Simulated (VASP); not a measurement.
Computed with PBE GGA with spin-orbit coupling, VASP's PBE PAW potentials (set 64) (plane waves; VASP).

VASP ran on this input.

### KPOINTS
```
Automatic mesh
0
Gamma
10 10 10
0 0 0
```

### INCAR
```
ALGO=Normal
EDIFF=1E-6
ENCUT=300
GGA=PE
GGA_COMPAT=.FALSE.
ISIF=2
ISMEAR=-1
LASPH=.TRUE.
LCHARG=.FALSE.
LMAXMIX=4
LNONCOLLINEAR=.TRUE.
LORBIT=11
LREAL=.FALSE.
LSORBIT=.TRUE.
LWAVE=.FALSE.
MAGMOM=0.0 0.0 0.0 0.0 0.0 0.0
NELM=100
PREC=Accurate
SIGMA=0.01
SYSTEM=ZnSe
```

POSCAR:
```
ZnSe
1
    0.0000000000     2.8350000000     2.8350000000
    2.8350000000     0.0000000000     2.8350000000
    2.8350000000     2.8350000000     0.0000000000
Zn Se
1 1
Direct
  0.0000000000   0.0000000000   0.0000000000
  0.2500000000   0.2500000000   0.2500000000
```

POTCAR, in this order: Zn Se (PBE.64 set). Program: vasp_ncl.

What VASP printed:

**OUTCAR**
```
 ion  position               nearest neighbor table
   1  0.000  0.000  0.000-   2 2.46   2 2.46   2 2.46   2 2.46
   2  0.250  0.250  0.250-   1 2.46   1 2.46   1 2.46   1 2.46
  LATTYP: Found a face centered cubic cell.
 ALAT       =     5.6700000000
 Subroutine PRICEL returns:
 Original cell was already a primitive cell.
 Subroutine GETGRP returns: Found 24 space group operations
The static configuration has the point symmetry T_d .
The dynamic configuration has the point symmetry T_d .
The overall configuration has the point symmetry T_d .
 Subroutine INISYM returns: Found 24 space group operations
 Subroutine IBZKPT returns following result:
 Found     73 irreducible k-points:

 Following reciprocal coordinates:
            Coordinates               Weight
  0.000000  0.000000  0.000000      1.000000
  0.100000  0.000000  0.000000      4.000000
 -0.100000  0.000000  0.000000      4.000000
  0.200000  0.000000  0.000000      4.000000
 -0.200000  0.000000  0.000000      4.000000
  0.300000  0.000000  0.000000      4.000000
 -0.300000  0.000000  0.000000      4.000000
  0.400000  0.000000  0.000000      4.000000
 -0.400000  0.000000  0.000000      4.000000
  0.500000  0.000000  0.000000      4.000000
  0.100000  0.100000  0.000000      6.000000
  0.200000  0.100000  0.000000     12.000000
 -0.200000 -0.100000  0.000000     12.000000
  0.300000  0.100000  0.000000     12.000000
 -0.300000 -0.100000  0.000000     12.000000
  0.400000  0.100000  0.000000     12.000000
 -0.400000 -0.100000  0.000000     12.000000
  0.500000  0.100000  0.000000     12.000000
  0.500000 -0.100000  0.000000     12.000000
 -0.400000  0.100000  0.000000     12.000000
  0.400000 -0.100000  0.000000     12.000000
 -0.300000  0.100000  0.000000     12.000000
  0.300000 -0.100000  0.000000     12.000000
...
```

File OSZICAR:
```
       N       E                     dE             d eps       ncg     rms          rms(c)
DAV:   1     0.901763516604E+02    0.90176E+02   -0.61725E+03  3804   0.106E+03
DAV:   2     0.109294557969E+01   -0.89083E+02   -0.85539E+02  4052   0.257E+02
DAV:   3    -0.622826344444E+01   -0.73212E+01   -0.72738E+01  4498   0.797E+01
DAV:   4    -0.632969023806E+01   -0.10143E+00   -0.10132E+00  4260   0.981E+00
DAV:   5    -0.633025338677E+01   -0.56315E-03   -0.56308E-03  4388   0.696E-01    0.500E+00
DAV:   6    -0.605378222441E+01    0.27647E+00   -0.57775E-01  5418   0.277E+01    0.371E+00
DAV:   7    -0.604259366880E+01    0.11189E-01   -0.30510E-01  4030   0.448E+00    0.157E+00
DAV:   8    -0.604281348284E+01   -0.21981E-03   -0.65589E-03  4114   0.122E+00    0.610E-01
DAV:   9    -0.604299078903E+01   -0.17731E-03   -0.12888E-03  4560   0.698E-01    0.274E-01
DAV:  10    -0.604310433883E+01   -0.11355E-03   -0.23473E-04  4122   0.131E-01    0.584E-02
DAV:  11    -0.604316658382E+01   -0.62245E-04   -0.80427E-05  4060   0.201E-01    0.146E-02
DAV:  12    -0.604317538934E+01   -0.88055E-05   -0.34843E-05  4102   0.127E-01    0.407E-03
DAV:  13    -0.604317673181E+01   -0.13425E-05   -0.56381E-06  4282   0.212E-02    0.246E-03
DAV:  14    -0.604317688205E+01   -0.15024E-06   -0.43362E-07  2784   0.918E-03
   1 F= -.60431769E+01 E0= -.60431769E+01  d E =-.103717E-12  mag=    -0.0000     0.0000    -0.0000
```

OUTCAR:
```
------------------------ aborting loop because EDIFF is reached ----------------------------------------
  FORCE on cell =-STRESS in cart. coord.  units (eV):
  Direction    XX          YY          ZZ          XY          YZ          ZX
  --------------------------------------------------------------------------------------
  Total        0.6220654      0.6220654      0.6220654      0.0000000      0.0000000      0.0000000
  in kB       21.8704359     21.8704359     21.8704359      0.0000000      0.0000000      0.0000000
  external PRESSURE =      21.8704359 kB  Pullay stress =       0.0000000 kB
  volume of cell :       45.57
      direct lattice vectors                 reciprocal lattice vectors
     0.000000000  2.835000000  2.835000000    -0.176366843  0.176366843  0.176366843
     2.835000000  0.000000000  2.835000000     0.176366843 -0.176366843  0.176366843
     2.835000000  2.835000000  0.000000000     0.176366843  0.176366843 -0.176366843
  FREE ENERGIE OF THE ION-ELECTRON SYSTEM (eV)
  ---------------------------------------------------
  free  energy   TOTEN  =        -6.0431768821 eV

  energy  without entropy=       -6.0431768821  energy(sigma->0) =       -6.04317688

 total charge

# of ion       s       p       d       tot
------------------------------------------
    1        0.535   0.447   9.778  10.759
    2        1.437   2.426   0.030   3.893
--------------------------------------------------
tot          1.972   2.872   9.808  14.652

 magnetization (x)

# of ion       s       p       d       tot
------------------------------------------
    1        0.000  -0.000  -0.000  -0.000
    2        0.000   0.000   0.000   0.000
--------------------------------------------------
tot          0.000  -0.000  -0.000  -0.000

 magnetization (y)

# of ion       s       p       d       tot
------------------------------------------
    1        0.000   0.000  -0.000  -0.000
    2        0.000   0.000   0.000   0.000
--------------------------------------------------
tot          0.000   0.000  -0.000   0.000

 magnetization (z)

# of ion       s       p       d       tot
------------------------------------------
    1        0.000  -0.000   0.000   0.000
    2        0.000  -0.000  -0.000  -0.000
--------------------------------------------------
tot          0.000  -0.000   0.000  -0.000

 Ion:    1  E_soc:     -0.0085393

 Ion:    2  E_soc:     -0.0364348
```
(Selected blocks of OUTCAR.)

At this cut-off the stress carries a Pulay error, which pulls relaxed volumes low.

The structure is a typed ZnSe crystal (F-43m). The cell was not relaxed at this level. The run is one of a series of settings (GGA_COMPAT = .FALSE., LNONCOLLINEAR = .TRUE., LSORBIT = .TRUE., MAGMOM = 0.0 0.0 0.0 0.0 0.0 0.0, program vasp_ncl against the base run), some of them coarse on purpose.
